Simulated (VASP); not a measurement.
# Valence-band splitting and top hole mass of ZnSe under biaxial (001) strain: r2SCAN with spin-orbit coupling on LDA cells

A ZnSe layer grown on a (001) substrate with a different lattice constant is stretched or compressed in its plane. The strain decides which hole state lies highest, and with it how easily holes move through the layer or along it. The problem is to find how the top valence levels split between −2 % and +2 % strain, and what mass the top hole band has on each side. Strain is counted from the unstrained LDA crystal, with tension positive. The second and third levels are given as depths below the highest level at Γ, and masses are in units of the free-electron mass. The levels come from r2SCAN with spin-orbit coupling.

## Computational details

The start is a typed prototype cell. The crystal was relaxed with LDA. Equal strain is imposed in the (001) plane; the strain along the normal is adjusted until the normal stress vanishes, and the atoms are relaxed with LDA. VASP 6.6.1, plane waves with PAW, cutoff 450 eV, no spin polarisation. Band edges are single points at r2SCAN with spin-orbit coupling on these cells, k mesh 7×7×7, read on short lines of k points at the zone centre and through the valleys; energies are counted from the valence-band top at the zone centre. Each level is the mean of a Kramers pair; masses are fitted within 0.05 1/Å of the zone centre and are rough where two bands nearly touch. All levels use the PAW data sets made with LDA.

Notes on method and selection:

- Runs that did not converge, have known faults or may not be shown are not listed, and runs on Ansatz's PAW sets soft_1 and soft_2 are kept to separate tables.

Columns:

- strain (%): strain in the plane (tension positive).
- second level (eV): second valence level below the top at Γ.
- third level (eV): third valence level below the top at Γ.
- mass, normal (mₑ): mass of the top hole band along the normal.
- mass, plane (mₑ): mass of the top hole band in the plane.

## Computed values

| member | sign of the strain | strain (%) | second level (eV) | third level (eV) | mass, normal (mₑ) | mass, plane (mₑ) |
| --- | --- | --- | --- | --- | --- | --- |
| −2 % | compression | −2.0 | 0.1046 | 0.469 | 0.521 | 0.211 |
| −1.5 % | compression | −1.5 | 0.0813 | 0.441 | 0.529 | 0.213 |
| −1 % | compression | −1.0 | 0.0559 | 0.417 | 0.528 | 0.211 |
| −0.5 % | compression | −0.5 | 0.0286 | 0.397 | 0.542 | 0.215 |
| 0 % | compression | 0.0 | 0.0000 | 0.381 | 0.542 | 0.542 |
| 0 % | tension | 0.0 | 0.0000 | 0.381 | 0.542 | 0.542 |
| +0.5 % | tension | 0.5 | 0.0296 | 0.397 | 0.150 | 0.387 |
| +1 % | tension | 1.0 | 0.0592 | 0.416 | 0.162 | 0.390 |
| +1.5 % | tension | 1.5 | 0.0885 | 0.436 | 0.157 | 0.397 |
| +2 % | tension | 2.0 | 0.1180 | 0.458 | 0.153 | 0.405 |

Least-squares fits to the whole series, with x = strain (%); R² and errors in the fitted variable (y, or ln y where the fit is in ln y):

| y | sign of the strain | members | fit | R² | rms residual | leave-one-out rms | the same for the mean of the others |
| --- | --- | --- | --- | --- | --- | --- | --- |
| third level (eV) | compression | 5 | y = 0.3770 − 0.04400 x | 0.99 | 0.0033 | 0.0069 | 0.039 |
| third level (eV) | tension | 5 | y = 0.3790 + 0.03860 x | 1.00 | 0.0016 | 0.0033 | 0.034 |
| second level (eV) | compression | 5 | y = 0.001700 − 0.05238 x | 1.00 | 0.0015 | 0.0031 | 0.046 |
| second level (eV) | tension | 5 | y = 8.000×10⁻⁵ + 0.05898 x | 1.00 | 7.9×10⁻⁵ | 1.3×10⁻⁴ | 0.052 |

## Why the values move as they do

Either sign of strain splits the fourfold top level, by 0.1046 eV at −2 % and 0.1180 eV at +2 %. The top band changes character at zero strain. Under compression it is heavy along the normal (0.521 to 0.542) and light in the plane (0.211 to 0.215). Under tension it is light along the normal (0.150 to 0.162) and heavier in the plane (0.387 to 0.405).

A model with two parameters follows from three assumptions.

1. The top levels are built from p orbitals only.
2. Spin-orbit coupling separates them by a fixed energy Δ into a fourfold level and a lower, split-off pair.
3. Strain x (in %) shifts pₓ and p_y by s and p_z by −2s, with s = −αx. Compression therefore raises pₓ and p_y.

The heavy-hole pair contains no p_z and moves to +s. The light-hole pair is two thirds p_z and moves to −2s × 2/3 + s × 1/3 = −s. The split-off pair, one third p_z, stays at −Δ, but strain couples it to the light hole with strength √2 s. Diagonalising this pair of states gives

E± = ½[−(s + Δ) ± R], R = √(Δ² − 2Δs + 9s²).

Under compression the heavy hole is on top, and the depths are

second = ½(3s + Δ − R), third = ½(3s + Δ + R).

Under tension E₊ is on top, and

second = ½(R − 3s − Δ), third = R.

The masses follow from the same orbitals. A p orbital couples to the s-like conduction band only for motion along its own axis, and this coupling makes a hole light. The share of the active orbital is 0 for the heavy hole along the normal, 1/6 for the light hole in the plane, 1/2 for the heavy hole in the plane and 2/3 for the light hole along the normal. The tabulated masses fall in that order, roughly 0.54, 0.39, 0.21 and 0.15.

## Fixing and testing the model

The unstrained member fixes Δ = 0.381 eV. The −1 % member fixes α through its second level, d = 0.0559 eV. Solving the compression formula for s gives

s = d(Δ − d)/(2Δ − 3d), that is 0.0559 × (0.381 − 0.0559) / (2 × 0.381 − 3 × 0.0559) = 0.0306 eV,

so α = 0.0306 eV per %.

**−2 %**, s = 2 × 0.0306 = 0.0612:
- R = √(0.381² − 2 × 0.381 × 0.0612 + 9 × 0.0612²) = 0.3636
- second = (3 × 0.0612 + 0.381 − 0.3636)/2 = 0.1005 eV; table 0.1046
- third = (3 × 0.0612 + 0.381 + 0.3636)/2 = 0.4641 eV; table 0.469

**−0.5 %**, s = 0.0306 / 2 = 0.0153:
- R = √(0.381² − 2 × 0.381 × 0.0153 + 9 × 0.0153²) = 0.3683
- second = (3 × 0.0153 + 0.381 − 0.3683)/2 = 0.0293 eV; table 0.0286
- third = (3 × 0.0153 + 0.381 + 0.3683)/2 = 0.3976 eV; table 0.397

**+1 %**, s = −0.0306:
- R = √(0.381² + 2 × 0.381 × 0.0306 + 9 × 0.0306²) = 0.4206
- second = (0.4206 + 3 × 0.0306 − 0.381)/2 = 0.0657 eV; table 0.0592
- third = R = 0.4206 eV; table 0.416

**+2 %**, s = −0.0612:
- R = √(0.381² + 2 × 0.381 × 0.0612 + 9 × 0.0612²) = 0.4749
- second = (0.4749 + 3 × 0.0612 − 0.381)/2 = 0.1388 eV; table 0.1180
- third = R = 0.4749 eV; table 0.458

Over the seven strained members not used in the fixing, the root-mean-square miss in the second level is about 0.010 eV, against a root-mean-square scatter of about 0.032 eV around their mean. The model gives the order of the levels and the size of the splitting, but it is clearly too steep under tension.

## Outliers

Largest departures from the fit to the whole series:

| member | sign of the strain | third level (eV) | fit | computed − fit | in rms residuals |
| --- | --- | --- | --- | --- | --- |
| 0 % | tension | 0.381 | 0.379 | +0.002 | 1.3 |
| −2 % | compression | 0.469 | 0.465 | +0.004 | 1.2 |
| −1 % | compression | 0.417 | 0.421 | −0.004 | 1.2 |
| 0 % | compression | 0.381 | 0.377 | +0.004 | 1.2 |

These small departures from straight lines reflect the upward curvature of the third level, which the model contains.

The misses of the model itself have a pattern: it splits the top levels too little at −2 % and too much at every tension. The assumption that fails is s = −αx. Under tension, solving for s from the second level gives s = −d(Δ + d)/(2Δ + 3d). The size of s per % of strain is then

- −2 %: 0.1046 × (0.381 − 0.1046) / (2 × 0.381 − 3 × 0.1046) / 2 = 0.0323 eV
- −1 %: 0.0306 eV, as above
- +1 %: 0.0592 × (0.381 + 0.0592) / (2 × 0.381 + 3 × 0.0592) = 0.0277 eV
- +2 %: 0.1180 × (0.381 + 0.1180) / (2 × 0.381 + 3 × 0.1180) / 2 = 0.0264 eV

This is a steady fall. The tetragonal distortion of the cell is nearly equal for equal strains of either sign, so it is the response of the orbitals that weakens. A quadratic term can be set by the ±1 % members. The linear coefficient has the size (0.0306 + 0.0277) / 2 = 0.0292 and the quadratic one is (0.0306 − 0.0277) / 2 = 0.00145. The resulting form,

s = −0.0292x + 0.00145x²,

brings both levels of every member to within about 0.001 eV. A constant Δ is therefore adequate.

Among the masses, the normal value at +0.5 % (0.150) lies below that at +1 % (0.162), against the slow fall that follows. The two top bands are still close there and the fit is rough, so the dip should not be read as a trend. At +1.5 % and +2 % the band peaks slightly away from Γ, and the mass describes the curvature around Γ rather than at the true maximum.

## What to take away

Between −2 % and +2 %, the sign of the strain selects the top hole: heavy along the normal under compression, light along it under tension. Within one sign, more strain widens the splitting but changes the masses by less than a tenth.

Two limits of the calculation may matter as much as that change. Semilocal functionals such as r2SCAN make the gap too small, which tends to make the light masses too small. The polar lattice, held still here, follows a moving hole and raises its mass. Neither should undo the exchange of light and heavy directions, which rests on the orbital make-up of the top level.
